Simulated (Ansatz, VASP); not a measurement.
**BeInCl3: VASP beside Ansatz**

Aim: how closely do two programs agree when they are given the same cell, functional and k mesh? The cell is generated by rule, not measured, and may not be a known phase. The cell is taken from a series of runs on this material, whose earlier steps may have relaxed, scaled, displaced or heated it; both programs get it as it stands.

Method: plane waves, with VASP 6.6.1 beside it; zone-centre phonons at PBEsol, in Ansatz 0.2.0.

The structure was built from a prototype and need not be the compound's stable phase.

### 1. The starting structure

The structure is tetragonal, space group P4mm (No. 99). Conventional cell: a = 4.428 Å, b = 4.428 Å, c = 5.432 Å, α = 90.00°, β = 90.00°, γ = 90.00°. In has 8 Cl at 3.13 to 3.20 Å nearest. Nearest to Be lie 5 Cl at 1.96 to 2.30 Å. Cl has 2 Be at 2.30 Å and 2 In at 3.13 Å nearest. Cl has 1 Be at 1.96 Å and 4 In at 3.20 Å nearest. Farther neighbours and most contacts between anions are not listed.

### 2. VASP: zone-centre phonons, PBEsol

Second derivatives magnify differences that forces hide, and they need a tight electronic threshold.

Lines of VASP's logs that name or quote its potential files are left out, and so is its time.

Input file INCAR:

```
SYSTEM = BeInCl3
PREC = Accurate
ENCUT = 600
EDIFF = 1E-08
NELM = 120
ISMEAR = 0
SIGMA = 0.01
LREAL = .FALSE.
ALGO = Normal
GGA = PS
NBANDS = 24
LORBIT = 11
LWAVE = .FALSE.
LCHARG = .FALSE.
ISIF = 2
IBRION = 8
LEPSILON = .TRUE.
LASPH = .TRUE.
GGA_COMPAT = .FALSE.
EFERMI = MIDGAP
KPAR = 2
```

Input file POSCAR:

```
BeInCl3
1.0
    4.4280333646      0.0000000000      0.0000000000
    0.0000000000      4.4280333646      0.0000000000
    0.0000000000      0.0000000000      5.4321482921
In Be Cl
1 1 3
Direct
    0.0000000000      0.0000000000      0.9357143860
    0.5000000000      0.5000000000      0.4161760119
    0.5000000000      0.0000000000      0.5284276497
    0.5000000000      0.5000000000      0.0561153081
    0.0000000000      0.5000000000      0.5284276497
```

Input file KPOINTS:

```
Automatic mesh
0
Gamma
6 6 4
0 0 0
```

PAW data sets: In_d, Be and Cl (PBE family, release 64).

Launch:

```console
> mpirun -np 2 vasp_std
```

Numbers of over 12 decimals in the logs are rounded to 6 here.

Output:

```text
[banner, memory and clock lines left out]
running    2 mpi-ranks, on    1 nodes
 distrk:  each k-point on    1 cores,    2 groups
 distr:  one band on    1 cores,    1 groups

 POSCAR found type information on POSCAR InBeCl
 POSCAR found :  3 types and       5 ions
|                                                                             |
|               ----> ADVICE to this user running VASP <----                  |
|                                                                             |
|     You enforced a specific xc type in the INCAR file but a different       |
|     [... a line on the potential file left out ...]
|     I HOPE YOU KNOW WHAT YOU ARE DOING!                                     |
|                                                                             |

 LDA part: xc-table for (Slater+PW92), standard interpolation
 POSCAR, INCAR and KPOINTS ok, starting setup
 FFT: planning ... GRIDC
 FFT: planning ... GRID_SOFT
 FFT: planning ... GRID
 WAVECAR not read
 entering main loop
       N       E                     dE             d eps       ncg     rms          rms(c)
DAV:   1     0.335014356111E+03    0.33501E+03   -0.16647E+04  1440   0.172E+03
DAV:   2     0.314903944577E+02   -0.30352E+03   -0.29105E+03  1544   0.398E+02
DAV:   3    -0.160606916315E+02   -0.47551E+02   -0.46363E+02  1888   0.145E+02
DAV:   4    -0.181135465779E+02   -0.20529E+01   -0.20463E+01  1744   0.329E+01
DAV:   5    -0.181942364155E+02   -0.80690E-01   -0.80680E-01  2168   0.676E+00    0.730E+00
DAV:   6    -0.178707220577E+02    0.32351E+00   -0.58188E-01  1936   0.480E+00    0.433E+00
DAV:   7    -0.178392928674E+02    0.31429E-01   -0.26055E-01  2176   0.295E+00    0.158E+00
DAV:   8    -0.178387196510E+02    0.57322E-03   -0.27136E-02  1728   0.120E+00    0.399E-01
DAV:   9    -0.178389926966E+02   -0.27305E-03   -0.13573E-03  2128   0.296E-01    0.168E-01
DAV:  10    -0.178390289866E+02   -0.36290E-04   -0.25785E-04  1984   0.108E-01    0.624E-02
DAV:  11    -0.178390215971E+02    0.73895E-05   -0.64043E-05  1936   0.632E-02    0.286E-02
DAV:  12    -0.178390212935E+02    0.30359E-06   -0.12509E-05  1792   0.207E-02    0.168E-02
DAV:  13    -0.178390224457E+02   -0.11521E-05   -0.25973E-06  1744   0.112E-02    0.835E-03
DAV:  14    -0.178390223830E+02    0.62607E-07   -0.21161E-07  1952   0.302E-03    0.360E-03
DAV:  15    -0.178390224829E+02   -0.99878E-07   -0.82725E-08  1824   0.233E-03    0.862E-04
DAV:  16    -0.178390224894E+02   -0.64429E-08   -0.91820E-09  1200   0.649E-04
   1 F= -.17839022E+02 E0= -.17839022E+02  d E =0.000000E+00
 Linear response reoptimize wavefunctions to high precision
DAV:   1    -0.178390224974E+02   -0.80222E-08   -0.24911E-09  1272   0.516E-04
DAV:   2    -0.178390224975E+02   -0.92768E-10   -0.66642E-10  1008   0.220E-04
 Linear response G [H, r] |phi>, progress :
  Direction:   1
       N       E                     dE             d eps       ncg     rms
RMM:   1    -0.133245442374E+03   -0.13325E+03   -0.25290E+00  2825   0.105E+02
RMM:   2    -0.122371573419E+03    0.10874E+02   -0.17846E+01  2556   0.263E+01
RMM:   3    -0.122668827463E+03   -0.29725E+00   -0.17219E+00  2671   0.864E+00
RMM:   4    -0.122669862266E+03   -0.10348E-02   -0.22270E-01  2678   0.305E+00
RMM:   5    -0.122672042150E+03   -0.21799E-02   -0.41736E-02  2785   0.120E+00
RMM:   6    -0.122672224320E+03   -0.18217E-03   -0.73063E-03  2847   0.486E-01
RMM:   7    -0.122672354810E+03   -0.13049E-03   -0.21914E-03  2942   0.230E-01
RMM:   8    -0.122672317441E+03    0.37369E-04   -0.34323E-04  2944   0.106E-01
RMM:   9    -0.122672357831E+03   -0.40390E-04   -0.30072E-04  3009   0.488E-02
RMM:  10    -0.122672344712E+03    0.13119E-04   -0.51211E-05  2991   0.227E-02
RMM:  11    -0.122672352474E+03   -0.77625E-05   -0.10097E-04  2872   0.118E-02
RMM:  12    -0.122672347384E+03    0.50901E-05   -0.53567E-05  2624   0.734E-03
RMM:  13    -0.122672348627E+03   -0.12432E-05   -0.34637E-05  2435   0.471E-03
RMM:  14    -0.122672345746E+03    0.28809E-05    0.13246E-05  2333   0.371E-03
RMM:  15    -0.122672345606E+03    0.14038E-06    0.10416E-05  2294   0.323E-03
RMM:  16    -0.122672347040E+03   -0.14337E-05    0.31313E-06  2285   0.290E-03
RMM:  17    -0.122672349085E+03   -0.20459E-05   -0.83068E-05  2262   0.279E-03
RMM:  18    -0.122672349657E+03   -0.57193E-06   -0.77856E-05  2248   0.269E-03
RMM:  19    -0.122672344047E+03    0.56104E-05    0.37050E-05  2260   0.266E-03
 Linear response G [H, r] |phi>, progress :
  Direction:   2
       N       E                     dE             d eps       ncg     rms
RMM:   1    -0.141179178441E+03   -0.14118E+03   -0.66725E+01  2825   0.105E+02
RMM:   2    -0.126372124903E+03    0.14807E+02   -0.17944E+01  2551   0.265E+01
RMM:   3    -0.126627794050E+03   -0.25567E+00   -0.13379E+00  2648   0.851E+00
[...]
RMM:   6    -0.765237779020E-02   -0.13586E-04   -0.94056E-06  4627   0.147E-02    0.151E-03
RMM:   7    -0.765227272784E-02    0.10506E-06   -0.27781E-06  5158   0.771E-03    0.115E-03
RMM:   8    -0.765082211440E-02    0.14506E-05   -0.24388E-07  4826   0.323E-03    0.429E-04
RMM:   9    -0.765094647360E-02   -0.12436E-06   -0.62182E-08  5181   0.132E-03    0.123E-04
RMM:  10    -0.765072055744E-02    0.22592E-06   -0.39055E-09  5204   0.510E-04    0.343E-05
[...]
RMM:  13    -0.199137896953E+00    0.72490E-08   -0.43645E-08  5143   0.230E-05    0.138E-06
 first order change of Fermi-energy   0.11097E-03
 force on displaced ion       3 direction 1 :  -3.191   0.000  -0.000
 Born effective charge ion    3 direction 1 :  -1.089   0.000   0.000
 Linear response progress:
  Degree of freedom:   6/  9
       N       E                     dE             d eps       ncg     rms          rms(c)
RMM:   1    -0.201675012599E+00   -0.20168E+00    0.30186E-02  5574   0.209E+00
RMM:   2    -0.199971462345E+00    0.17036E-02   -0.50178E-03  4594   0.521E-01    0.172E-01
RMM:   3    -0.200579789422E+00   -0.60833E-03   -0.12890E-03  4716   0.255E-01    0.730E-02
RMM:   4    -0.201247049587E+00   -0.66726E-03   -0.52249E-04  4636   0.125E-01    0.152E-02
RMM:   5    -0.201181287212E+00    0.65762E-04   -0.64909E-05  5133   0.537E-02    0.894E-03
RMM:   6    -0.201138583178E+00    0.42704E-04   -0.12415E-05  4906   0.193E-02    0.312E-03
RMM:   7    -0.201180666830E+00   -0.42084E-04   -0.18557E-06  4798   0.701E-03    0.243E-03
RMM:   8    -0.201191598263E+00   -0.10931E-04   -0.23801E-07  5068   0.300E-03    0.612E-04
RMM:   9    -0.201185585797E+00    0.60125E-05   -0.89492E-08  4974   0.114E-03    0.218E-04
RMM:  10    -0.201184905313E+00    0.68048E-06   -0.30188E-08  5131   0.461E-04    0.113E-04
RMM:  11    -0.201185238762E+00   -0.33345E-06    0.25605E-10  5067   0.194E-04    0.386E-05
RMM:  12    -0.201185268632E+00   -0.29870E-07   -0.22145E-09  5313   0.909E-05    0.471E-06
RMM:  13    -0.201185337442E+00   -0.68810E-07   -0.19665E-08  5115   0.440E-05    0.440E-06
RMM:  14    -0.201185305851E+00    0.31591E-07   -0.29906E-09  4808   0.267E-05    0.113E-06
RMM:  15    -0.201185304775E+00    0.10758E-08   -0.10735E-08  4644   0.188E-05    0.524E-07
 first order change of Fermi-energy  -0.57890E-04
 force on displaced ion       3 direction 2 :   0.000  -2.198  -0.004
 Born effective charge ion    3 direction 2 :   0.000  -2.340   0.000
 Linear response progress:
  Degree of freedom:   7/  9
       N       E                     dE             d eps       ncg     rms          rms(c)
RMM:   1    -0.208330603669E+00   -0.20833E+00   -0.15407E-02  4669   0.205E+00
RMM:   2    -0.204507000052E+00    0.38236E-02   -0.11262E-02  4037   0.683E-01    0.697E-02
RMM:   3    -0.204769083935E+00   -0.26208E-03   -0.22022E-03  4183   0.300E-01    0.305E-02
RMM:   4    -0.205051558540E+00   -0.28247E-03   -0.29132E-04  4252   0.110E-01    0.187E-02
RMM:   5    -0.205228978222E+00   -0.17742E-03   -0.40596E-05  4101   0.365E-02    0.875E-03
RMM:   6    -0.205238233369E+00   -0.92551E-05   -0.47588E-06  4253   0.135E-02    0.212E-03
RMM:   7    -0.205227732741E+00    0.10501E-04   -0.64279E-07  4271   0.443E-03    0.680E-04
RMM:   8    -0.205232088887E+00   -0.43561E-05   -0.87510E-08  4249   0.173E-03    0.233E-04
RMM:   9    -0.205231827456E+00    0.26143E-06   -0.17591E-08  4523   0.724E-04    0.135E-04
RMM:  10    -0.205231671384E+00    0.15607E-06   -0.30505E-09  4414   0.286E-04    0.568E-05
RMM:  11    -0.205231934780E+00   -0.26340E-06   -0.13457E-08  4490   0.121E-04    0.517E-05
RMM:  12    -0.205231922192E+00    0.12587E-07   -0.13005E-08  4787   0.525E-05    0.501E-05
RMM:  13    -0.205231941829E+00   -0.19637E-07   -0.37095E-08  4513   0.301E-05    0.851E-05
RMM:  14    -0.205231854949E+00    0.86880E-07   -0.63549E-09  4047   0.318E-05    0.142E-05
RMM:  15    -0.205231855299E+00   -0.35016E-09   -0.28922E-08  4654   0.196E-05    0.881E-06
 first order change of Fermi-energy   0.18121E+00
 force on displaced ion       3 direction 3 :   0.000   0.000  -2.133
 Born effective charge ion    3 direction 3 :   0.000   0.000  -1.214
 Linear response progress:
  Degree of freedom:   8/  9
       N       E                     dE             d eps       ncg     rms          rms(c)
RMM:   1    -0.201477671280E+00   -0.20148E+00    0.38465E-03  5685   0.201E+00
RMM:   2    -0.197997961349E+00    0.34797E-02   -0.12187E-02  4742   0.743E-01    0.698E-02
RMM:   3    -0.198249344448E+00   -0.25138E-03   -0.16812E-03  4805   0.267E-01    0.296E-02
RMM:   4    -0.198518632933E+00   -0.26929E-03   -0.25084E-04  4909   0.102E-01    0.157E-02
RMM:   5    -0.198705852346E+00   -0.18722E-03   -0.41062E-05  4780   0.390E-02    0.659E-03
RMM:   6    -0.198662539474E+00    0.43313E-04   -0.44185E-06  5022   0.125E-02    0.132E-03
RMM:   7    -0.198679101827E+00   -0.16562E-04   -0.64207E-07  4999   0.456E-03    0.554E-04
RMM:   8    -0.198684560600E+00   -0.54588E-05   -0.10823E-07  4983   0.169E-03    0.149E-04
RMM:   9    -0.198682451383E+00    0.21092E-05   -0.27334E-08  5163   0.743E-04    0.115E-04
RMM:  10    -0.198682449589E+00    0.17941E-08    0.64109E-09  5221   0.273E-04    0.308E-05
 first order change of Fermi-energy  -0.39176E-04
 force on displaced ion       4 direction 1 :  -2.224   0.000  -0.001
 Born effective charge ion    4 direction 1 :  -1.491   0.000  -0.000
 Linear response progress:
  Degree of freedom:   9/  9
       N       E                     dE             d eps       ncg     rms          rms(c)
RMM:   1    -0.209446009445E+00   -0.20945E+00    0.48240E-02  2922   0.206E+00
RMM:   2    -0.207635168863E+00    0.18108E-02   -0.76283E-03  2551   0.600E-01    0.182E-01
RMM:   3    -0.208082140207E+00   -0.44697E-03   -0.15681E-03  2471   0.279E-01    0.706E-02
RMM:   4    -0.208644902189E+00   -0.56276E-03   -0.57443E-04  2536   0.128E-01    0.219E-02
RMM:   5    -0.208595343275E+00    0.49559E-04   -0.62120E-05  2692   0.502E-02    0.133E-02
RMM:   6    -0.208592553957E+00    0.27893E-05   -0.12641E-05  2573   0.206E-02    0.374E-03
RMM:   7    -0.208638017792E+00   -0.45464E-04   -0.30526E-06  2608   0.876E-03    0.278E-03
RMM:   8    -0.208634665701E+00    0.33521E-05   -0.25451E-07  2755   0.308E-03    0.801E-04
RMM:   9    -0.208632550718E+00    0.21150E-05   -0.50384E-08  2712   0.113E-03    0.432E-04
RMM:  10    -0.208632661767E+00   -0.11105E-06   -0.21690E-08  2653   0.464E-04    0.117E-04
RMM:  11    -0.208632574493E+00    0.87274E-07    0.45827E-09  2773   0.210E-04    0.978E-05
RMM:  12    -0.208632528517E+00    0.45975E-07   -0.11626E-09  2871   0.909E-05    0.793E-05
RMM:  13    -0.208632525003E+00    0.35147E-08   -0.79932E-10  2687   0.501E-05    0.117E-05
 first order change of Fermi-energy   0.11237E+00
 force on displaced ion       4 direction 3 :  -0.000  -0.000 -10.239
 Born effective charge ion    4 direction 3 :   0.000   0.000  -1.651
 Born effective charges drift removed
 Linear response finished
```

(Continued in part 2 of 3.)

[Lines on the potential files, build, host, timing and source positions are cut from VASP's logs without a mark.]

[Logs are printed without paths, hosts, clocks, repeated set-up lines and the standing remarks that a program may print on its own settings, such as how far it seeks lower states.]

[Hosts, paths, dates, database ids (printed as entryN), source tags and the programs' standing remarks are cut or masked in the printed files.]
